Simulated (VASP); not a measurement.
All values below come from LDA (Ceperley-Alder, Perdew-Zunger), VASP's LDA PAW potentials (set 64) (plane waves; VASP).

VASP ran on this input.

File KPOINTS:
```
Automatic mesh
0
Gamma
3 3 2
0 0 0
```

**INCAR**
```
! general
SYSTEM           = Te
PREC             = Accurate
ENCUT            = 400   ! plane-wave cut-off (eV)
LREAL            = .FALSE.   ! projection in real space or not
LASPH            = .TRUE.   ! aspherical one-centre terms

! electronic loop
EDIFF            = 1E-7   ! SCF stop (eV)
NELM             = 100
ALGO             = Normal   ! blocked Davidson
LMAXMIX          = 4   ! l cut-off of mixed one-centre charges

! smearing
ISMEAR           = 0   ! Gaussian
SIGMA            = 0.05

! ions
IBRION           = 6   ! finite differences
NSW              = 1   ! most ionic steps
ISIF             = 2
POTIM            = 0.015   ! step
NFREE            = 2

! output
LWAVE            = .FALSE.
LCHARG           = .FALSE.

! other
LPHON_DISPERSION = .TRUE.
```

### QPOINTS
```
k-points along high-symmetry lines
8
Line-mode
Cartesian
  0.000000   0.000000   0.000000 ! GAMMA
  0.116603  -0.067321   0.000000 ! M

  0.116603  -0.067321   0.000000 ! M
  0.155470  -0.000000   0.000000 ! K

  0.155470  -0.000000   0.000000 ! K
  0.000000   0.000000   0.000000 ! GAMMA

  0.000000   0.000000   0.000000 ! GAMMA
  0.000000   0.000000   0.084165 ! A

  0.000000   0.000000   0.084165 ! A
  0.116603  -0.067321   0.084165 ! L

  0.116603  -0.067321   0.084165 ! L
  0.155470  -0.000000   0.084165 ! H

  0.155470  -0.000000   0.084165 ! H
  0.000000   0.000000   0.084165 ! A

  0.116603  -0.067321   0.084165 ! L
  0.116603  -0.067321   0.000000 ! M

  0.155470  -0.000000   0.084165 ! H
  0.155470  -0.000000   0.000000 ! K
```

POSCAR:
```
Te
1
    4.2880569960    -7.4271320494     0.0000000000
    4.2880569960     7.4271320494     0.0000000000
    0.0000000000     0.0000000000    11.8814740976
Te
24
Direct
  0.0000000000   0.1422509929   0.3333335000
  0.0000000000   0.1422509929   0.8333335000
  0.0000000000   0.6422509929   0.3333335000
  0.0000000000   0.6422509929   0.8333335000
  0.5000000000   0.1422509929   0.3333335000
  0.5000000000   0.1422509929   0.8333335000
  0.5000000000   0.6422509929   0.3333335000
  0.5000000000   0.6422509929   0.8333335000
  0.3577490071   0.3577490071   0.0000000000
  0.3577490071   0.3577490071   0.5000000000
  0.3577490071   0.8577490071   0.0000000000
  0.3577490071   0.8577490071   0.5000000000
  0.8577490071   0.3577490071   0.0000000000
  0.8577490071   0.3577490071   0.5000000000
  0.8577490071   0.8577490071   0.0000000000
  0.8577490071   0.8577490071   0.5000000000
  0.1422509929   0.0000000000   0.1666665000
  0.1422509929   0.0000000000   0.6666665000
  0.1422509929   0.5000000000   0.1666665000
  0.1422509929   0.5000000000   0.6666665000
  0.6422509929   0.0000000000   0.1666665000
  0.6422509929   0.0000000000   0.6666665000
  0.6422509929   0.5000000000   0.1666665000
  0.6422509929   0.5000000000   0.6666665000
```

POTCAR, in this order: Te (LDA.64 set). Program: vasp_std.

What VASP printed:

File OSZICAR:
```
       N       E                     dE             d eps       ncg     rms          rms(c)
DAV:   1     0.674728963806E+03    0.67473E+03   -0.45601E+04  1032   0.111E+03
DAV:   2    -0.183405252156E+02   -0.69307E+03   -0.67111E+03  1250   0.184E+02
DAV:   3    -0.884049209119E+02   -0.70064E+02   -0.68037E+02  1232   0.609E+01
DAV:   4    -0.913512280792E+02   -0.29463E+01   -0.28969E+01  1320   0.131E+01
DAV:   5    -0.914794706426E+02   -0.12824E+00   -0.12764E+00  1392   0.264E+00    0.376E+01
DAV:   6    -0.912763474024E+02    0.20312E+00   -0.15379E-01  1240   0.103E+00    0.237E+01
DAV:   7    -0.912023926729E+02    0.73955E-01   -0.24853E-01  1248   0.127E+00    0.106E+00
DAV:   8    -0.911971430923E+02    0.52496E-02   -0.37189E-02  1184   0.526E-01    0.487E-01
DAV:   9    -0.911972688210E+02   -0.12573E-03   -0.18800E-03  1312   0.118E-01    0.318E-01
DAV:  10    -0.911971390901E+02    0.12973E-03   -0.21393E-04  1256   0.394E-02    0.465E-02
DAV:  11    -0.911971345070E+02    0.45831E-05   -0.54556E-05  1296   0.181E-02    0.249E-02
DAV:  12    -0.911971348878E+02   -0.38079E-06   -0.50899E-06  1216   0.530E-03    0.269E-02
DAV:  13    -0.911971358787E+02   -0.99096E-06   -0.38098E-06  1200   0.491E-03    0.250E-02
DAV:  14    -0.911971344558E+02    0.14230E-05   -0.31390E-06  1184   0.503E-03    0.106E-02
DAV:  15    -0.911971344410E+02    0.14714E-07   -0.55095E-07  1176   0.167E-03
   1 F= -.91197134E+02 E0= -.91193133E+02  d E =-.800255E-02
 Found     2 degrees of freedom:
       N       E                     dE             d eps       ncg     rms          rms(c)
DAV:   1    -0.911963456165E+02    0.78884E-03   -0.10725E-01  1792   0.795E-01    0.143E-01
DAV:   2    -0.911967296757E+02   -0.38406E-03   -0.46795E-03  2048   0.163E-01    0.509E-02
DAV:   3    -0.911967370079E+02   -0.73322E-05   -0.14526E-04  2184   0.314E-02    0.415E-02
DAV:   4    -0.911967361463E+02    0.86160E-06   -0.78834E-06  2168   0.725E-03    0.242E-02
DAV:   5    -0.911967354622E+02    0.68407E-06   -0.17639E-06  1984   0.363E-03    0.327E-03
DAV:   6    -0.911967354756E+02   -0.13361E-07   -0.22753E-07  1432   0.134E-03
   2 F= -.91196735E+02 E0= -.91192734E+02  d E =-.800327E-02
       N       E                     dE             d eps       ncg     rms          rms(c)
DAV:   1    -0.911954034331E+02    0.13320E-02   -0.33187E-01  1750   0.136E+00    0.272E-01
DAV:   2    -0.911967035168E+02   -0.13001E-02   -0.15938E-02  2024   0.294E-01    0.975E-02
DAV:   3    -0.911967332914E+02   -0.29775E-04   -0.54938E-04  2170   0.589E-02    0.746E-02
DAV:   4    -0.911967303705E+02    0.29209E-05   -0.28363E-05  2176   0.138E-02    0.428E-02
DAV:   5    -0.911967284969E+02    0.18736E-05   -0.50488E-06  2034   0.636E-03    0.760E-03
DAV:   6    -0.911967285344E+02   -0.37553E-07   -0.79592E-07  1992   0.247E-03
   3 F= -.91196729E+02 E0= -.91192732E+02  d E =-.799208E-02
       N       E                     dE             d eps       ncg     rms          rms(c)
DAV:   1    -0.911957253698E+02    0.10031E-02   -0.21256E-01  1726   0.111E+00    0.196E-01
DAV:   2    -0.911965841781E+02   -0.85881E-03   -0.10438E-02  2008   0.242E-01    0.778E-02
DAV:   3    -0.911966065632E+02   -0.22385E-04   -0.36143E-04  2232   0.487E-02    0.691E-02
DAV:   4    -0.911966054686E+02    0.10946E-05   -0.18677E-05  2096   0.114E-02    0.435E-02
DAV:   5    -0.911966042249E+02    0.12437E-05   -0.34844E-06  2152   0.498E-03    0.900E-03
DAV:   6    -0.911966042277E+02   -0.28085E-08   -0.58290E-07  1992   0.208E-03
   4 F= -.91196604E+02 E0= -.91192605E+02  d E =-.799769E-02
       N       E                     dE             d eps       ncg     rms          rms(c)
DAV:   1    -0.911952326952E+02    0.13715E-02   -0.31487E-01  1720   0.134E+00    0.364E-01
DAV:   2    -0.911965867543E+02   -0.13541E-02   -0.17605E-02  2066   0.308E-01    0.126E-01
DAV:   3    -0.911966090334E+02   -0.22279E-04   -0.68454E-04  2104   0.740E-02    0.105E-01
DAV:   4    -0.911966079438E+02    0.10896E-05   -0.62204E-05  2096   0.203E-02    0.708E-02
DAV:   5    -0.911966043150E+02    0.36288E-05   -0.83161E-06  2216   0.898E-03    0.254E-02
DAV:   6    -0.911966040591E+02    0.25584E-06   -0.29492E-06  1984   0.481E-03    0.103E-02
DAV:   7    -0.911966039804E+02    0.78743E-07   -0.27548E-07  1328   0.157E-03
   5 F= -.91196604E+02 E0= -.91192605E+02  d E =-.799779E-02
```

**OUTCAR**
```
------------------------ aborting loop because EDIFF is reached ----------------------------------------
  FORCE on cell =-STRESS in cart. coord.  units (eV):
  Direction    XX          YY          ZZ          XY          YZ          ZX
  --------------------------------------------------------------------------------------
  Total       -0.6881204     -0.6292986     -0.1995976     -0.0165857      0.0693298      0.0393034
  in kB       -1.4567767     -1.3322487     -0.4225557     -0.0351125      0.1467739      0.0832067
  external PRESSURE =      -1.0705270 kB  Pullay stress =       0.0000000 kB
  volume of cell :      756.80
      direct lattice vectors                 reciprocal lattice vectors
     4.288056996 -7.427132049  0.000000000     0.116602928 -0.067320737  0.000000000
     4.288056996  7.427132049  0.000000000     0.116602928  0.067320737  0.000000000
     0.000000000  0.000000000 11.881474098     0.000000000  0.000000000  0.084164641
 POSITION                                       TOTAL-FORCE (eV/Angst)
 -----------------------------------------------------------------------------------
      0.60998      1.05652      3.94549        -0.005132      0.004133      0.071795
      0.60998      1.05652      9.90123         0.000203      0.000153     -0.001989
      2.75401      4.77008      3.96049        -0.004493      0.002894      0.007843
      2.75401      4.77008      9.90123        -0.000429      0.000556     -0.006009
      2.75401     -2.65705      3.96049         0.003121      0.000628      0.003254
      2.75401     -2.65705      9.90123         0.001913      0.001500     -0.004459
      4.89804      1.05652      3.96049         0.001247     -0.002618      0.003284
      4.89804      1.05652      9.90123        -0.000091     -0.001920     -0.004441
      3.06810      0.00000      0.00000         0.000573     -0.000438      0.000096
      3.06810      0.00000      5.94074        -0.003266      0.002125     -0.007002
      5.21212      3.71357      0.00000        -0.001939     -0.000067      0.003841
      5.21212      3.71357      5.94074        -0.000864     -0.000084      0.000599
      5.21212     -3.71357      0.00000        -0.002528      0.000220      0.000089
      5.21212     -3.71357      5.94074         0.000353     -0.007121     -0.006995
      7.35615      0.00000      0.00000        -0.004009      0.001880     -0.003102
      7.35615      0.00000      5.94074         0.014478      0.006111     -0.021471
      0.60998     -1.05652      1.98024         0.002186     -0.016985     -0.022335
      0.60998     -1.05652      7.92098        -0.003434      0.002051     -0.003042
      2.75401      2.65705      1.98024         0.006738      0.002981     -0.007304
      2.75401      2.65705      7.92098        -0.001210      0.001661      0.000090
      2.75401     -4.77008      1.98024        -0.003418      0.001495     -0.007258
      2.75401     -4.77008      7.92098         0.000880     -0.000705      0.000058
      4.89804     -1.05652      1.98024        -0.000146      0.000370      0.000569
      4.89804     -1.05652      7.92098        -0.000735      0.001183      0.003889
 -----------------------------------------------------------------------------------
    total drift:                                0.000095     -0.000006      0.000026
  FREE ENERGIE OF THE ION-ELECTRON SYSTEM (eV)
  ---------------------------------------------------
  free  energy   TOTEN  =       -91.1966039804 eV

  energy  without entropy=      -91.1886061948  energy(sigma->0) =      -91.19260509
```
(Selected blocks of OUTCAR.)

The cell is a supercell, built from Te (trig).
